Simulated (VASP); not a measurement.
Given:

```
Nb
1.0
   -1.60435     1.60435     1.60435
    1.60435    -1.60435     1.60435
    1.60435     1.60435    -1.60435
Nb
1
Cartesian
  0.00000   0.00000   0.00000
```

The numbers are results of vdW-DF-cx, VASP's PBE PAW potentials (set 64) (plane waves; VASP), not measurements. Numerical set-up: 520 eV cut-off, 16×16×16 Γ-centred mesh, first-order Methfessel-Paxton smearing of 0.10 eV, potentials Nb_sv.

### Question
Predict the energy per atom (σ→0), pressure, band gap (on the k-mesh) with the smallest direct gap where there is one.

### Answer

| Quantity | Result |
|---|---|
| band gap (on the k-mesh) | none (metal, semimetal or under 0.01 eV) |
| energy per atom (σ→0) | -7.771 eV/atom |
| pressure | 12.63 GPa |

The absolute energy has meaning only against runs of the same code, potentials and settings.

The compound is Nb in the bcc structure. This cell is one point of a volume scan, at 0.94 of the reference volume.
